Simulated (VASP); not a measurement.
Energy against volume of In (bct). All values below come from optB88-vdW, VASP's PBE PAW potentials (set 64) (plane waves; VASP). Run with 520 eV cut-off, 16×16×16 Γ-centred mesh, first-order Methfessel-Paxton smearing of 0.10 eV, potentials In_d.

Shape and ions are relaxed at each volume.

| V (Å³/atom) | E (eV/atom) |
|---|---|
| 26.624 | 0.64938 |
| 27.447 | 0.64587 |
| 28.271 | 0.64783 |
| 29.094 | 0.65439 |

Task: Fit these four points and predict the energy of the run at 25.801 Å³/atom.

Result: A cubic in V^(−2/3), the third-order Birch-Murnaghan form, passes through the four points with V0 = 27.54 Å³/atom and B0 = 35 GPa, and gives 0.6594 eV/atom there. The run gave 0.6594 eV/atom, +0.0 meV/atom from the fit; all five points give B0 = 35 GPa.

The compound is In in the bct structure. It was relaxed first, which changed the volume by +5 %.
